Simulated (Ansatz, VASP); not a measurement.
# Zn3P in VASP and in Ansatz

```
CELL_PARAMETERS angstrom
4.02783 0.00000 0.00000
0.00000 4.02783 0.00000
0.00000 0.00000 4.02783
ATOMIC_POSITIONS crystal
Zn 0.50000 0.50000 0.00000
Zn 0.50000 0.00000 0.50000
Zn 0.00000 0.50000 0.50000
P 0.00000 0.00000 0.00000
```

Change from the starting cell: volume scaled by 1.04.

Alike in both runs: task single point; functional PBE; k mesh 7 × 7 × 7; occupations fermi-dirac, width 0.05 eV; no spin polarisation.

|  | VASP | Ansatz |
| --- | --- | --- |
| version | VASP 6.6.1 | Ansatz 0.2.0 |
| potentials or method | VASP PAW PBE potentials, release 64 (Zn, P) | Ansatz PAW |
| plane-wave cutoff (eV) | 520 | 420 |
| valence electrons in the cell | 41 | 41 |

VASP gave:

```
gap on the k mesh at the Fermi level (eV) : none
pressure (GPa)                            : -3.3
```

**Question.** Estimate Ansatz's values.

**Answer.** gap on the k mesh at the Fermi level (eV): none; pressure (GPa): -3.5.

A gap of «none» marks a metal or a gap that the smearing closes.
